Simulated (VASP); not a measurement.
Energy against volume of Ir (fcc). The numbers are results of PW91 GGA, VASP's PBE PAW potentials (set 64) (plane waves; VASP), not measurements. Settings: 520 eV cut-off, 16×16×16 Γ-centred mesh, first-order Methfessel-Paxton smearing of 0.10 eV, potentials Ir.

| V (Å³/atom) | E (eV/atom) |
|---|---|
| 14.216 | -8.78305 |
| 14.655 | -8.79928 |
| 15.095 | -8.78704 |
| 15.535 | -8.75115 |

**Question.** Fit these four points and predict the energy of the run at 13.776 Å³/atom.

**Answer.** A cubic in V^(−2/3), the third-order Birch-Murnaghan form, passes through the four points with V0 = 14.67 Å³/atom and B0 = 343 GPa, and gives -8.7324 eV/atom there. The run gave -8.7326 eV/atom, -0.3 meV/atom from the fit; all five points give B0 = 343 GPa.

The compound is Ir in the fcc structure. It was relaxed first.
